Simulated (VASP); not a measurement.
Method: PBE GGA + U (Dudarev), VASP's PBE PAW potentials (set 64) (plane waves; VASP).

The input files of a VASP run:

### KPOINTS
```
k-points along high-symmetry lines
12
Line-mode
Reciprocal
  0.000000   0.000000   0.000000 ! GAMMA
 -0.500000  -0.500000  -0.500000 ! T

 -0.500000  -0.500000  -0.500000 ! T
 -0.500000  -0.233845  -0.766156 ! H_2

 -0.233844   0.233844  -0.500000 ! H_0
 -0.000000  -0.000000  -0.500000 ! L

 -0.000000  -0.000000  -0.500000 ! L
  0.000000   0.000000   0.000000 ! GAMMA

  0.000000   0.000000   0.000000 ! GAMMA
 -0.000000   0.366922  -0.366922 ! S_0

 -0.366922  -0.000000  -0.633078 ! S_2
 -0.500000  -0.000000  -0.500000 ! F

 -0.500000  -0.000000  -0.500000 ! F
  0.000000   0.000000   0.000000 ! GAMMA
```

### INCAR
```
SYSTEM  =  Fe2O3
PREC  =  Accurate; ENCUT  =  520; LREAL  =  .FALSE.
LASPH  =  .TRUE.; ICHARG  =  11
EDIFF  =  1E-7; NELM  =  100; ALGO  =  Normal
LMAXMIX  =  4
ISMEAR  =  0; SIGMA  =  0.05
GGA  =  PE
MAGMOM  =  4.3 -4.3 4.3 -4.3 0.0 0.0 0.0 0.0 0.0 0.0
ISPIN  =  2
LDAUL  =  2 -1
LDAUU  =  5.3 0
LDAUJ  =  0 0
LDAU  =  .TRUE.; LDAUTYPE  =  2; LDAUPRINT  =  1
LWAVE  =  .FALSE.; LCHARG  =  .FALSE.; LORBIT  =  11
```

POSCAR:
```
Fe2O3
1
    4.8386883491    -2.5331219942     0.0015661424
    4.8386883491     2.5331219942     0.0015661424
    3.5112097909    -0.0000000000     4.1834228627
Fe O
4 6
Direct
  0.8535871194   0.8535871194   0.8535871194
  0.3535871194   0.3535871194   0.3535871194
  0.1464128806   0.1464128806   0.1464128806
  0.6464128806   0.6464128806   0.6464128806
  0.4446508924   0.0553491076   0.7500000000
  0.0553491076   0.7500000000   0.4446508924
  0.5553491076   0.9446508924   0.2500000000
  0.2500000000   0.5553491076   0.9446508924
  0.9446508924   0.2500000000   0.5553491076
  0.7500000000   0.4446508924   0.0553491076
```

POTCAR, in this order: Fe O (PBE.64 set). Program: vasp_std. Read from the step before: CHGCAR.

What VASP printed:

### OSZICAR
```
       N       E                     dE             d eps       ncg     rms          rms(c)
DAV:   1     0.727451875129E+03    0.72745E+03   -0.33258E+04 13440   0.206E+03
DAV:   2     0.674754003157E+02   -0.65998E+03   -0.63747E+03 14320   0.503E+02
DAV:   3    -0.540820515288E+02   -0.12156E+03   -0.11630E+03 17840   0.212E+02
DAV:   4    -0.664741651335E+02   -0.12392E+02   -0.11694E+02 17816   0.592E+01
DAV:   5    -0.669888712312E+02   -0.51471E+00   -0.51396E+00 17136   0.134E+01
DAV:   6    -0.670088876551E+02   -0.20016E-01   -0.20006E-01 17976   0.253E+00
DAV:   7    -0.670093759795E+02   -0.48832E-03   -0.48826E-03 18048   0.410E-01
DAV:   8    -0.670093954266E+02   -0.19447E-04   -0.19447E-04 18688   0.664E-02
DAV:   9    -0.670093959535E+02   -0.52692E-06   -0.52684E-06 15480   0.945E-03
DAV:  10    -0.670093959797E+02   -0.26200E-07   -0.26167E-07 11168   0.175E-03
   1 F= -.67009396E+02 E0= -.67009396E+02  d E =-.832493E-11  mag=     0.0000
```

OUTCAR:
```



 magnetization (x)

# of ion       s       p       d       tot
------------------------------------------
    1        0.016   0.017   4.239   4.271
    2       -0.016  -0.017  -4.239  -4.271
    3        0.016   0.017   4.239   4.271
    4       -0.016  -0.017  -4.239  -4.271
    5        0.000   0.000   0.000   0.000
    6        0.000   0.000   0.000   0.000
    7        0.000   0.000   0.000   0.000
    8        0.000   0.000   0.000   0.000
    9        0.000   0.000   0.000   0.000
   10        0.000   0.000   0.000   0.000
--------------------------------------------------
tot          0.000   0.000   0.000   0.000
```
(Selected blocks of OUTCAR.)

### OUTCAR
```
 val. band max:        3.1183902652   @ k =   0.0000   0.2001  -0.2001

 cond. band min:       5.7574413016   @ k =  -0.5000   0.0000  -0.5000



 spin component 1

 k-point     1 :       0.0000    0.0000    0.0000
  band No.  band energies     occupation
      1     -15.1128      1.00000
      2     -13.5967      1.00000
      3     -13.5967      1.00000
      4     -13.5876      1.00000
      5     -13.5136      1.00000
      6     -13.5136      1.00000
      7      -4.2617      1.00000
      8      -4.2174      1.00000
      9      -4.2174      1.00000
     10      -4.0049      1.00000
     11      -4.0049      1.00000
     12      -3.6747      1.00000
     13      -3.6747      1.00000
     14      -3.5164      1.00000
     15      -3.4980      1.00000
     16      -3.4980      1.00000
     17      -1.8839      1.00000
     18      -1.2676      1.00000
     19      -0.8908      1.00000
     20      -0.8908      1.00000
     21      -0.2161      1.00000
     22      -0.0051      1.00000
     23      -0.0051      1.00000
     24       0.5526      1.00000
     25       0.8167      1.00000
     26       1.0946      1.00000
     27       1.0946      1.00000
     28       1.6099      1.00000
     29       1.6099      1.00000
     30       2.6355      1.00000
     31       2.8003      1.00000
     32       2.8003      1.00000
     33       2.8585      1.00000
     34       2.8585      1.00000
     35       6.0359      0.00000
     36       6.1769      0.00000
     37       6.1770      0.00000
     38       6.3576      0.00000
     39       6.3868      0.00000
     40       6.3868      0.00000

 k-point     2 :      -0.0455   -0.0455   -0.0455
  band No.  band energies     occupation
      1     -15.1063      1.00000
      2     -13.5971      1.00000
      3     -13.5971      1.00000
      4     -13.5970      1.00000
      5     -13.5134      1.00000
      6     -13.5134      1.00000
      7      -4.2571      1.00000
...
```

The density is held fixed in this step, so its total energy and stress have no physical meaning.

The compound is Fe2O3 in the corundum structure. It was relaxed first.
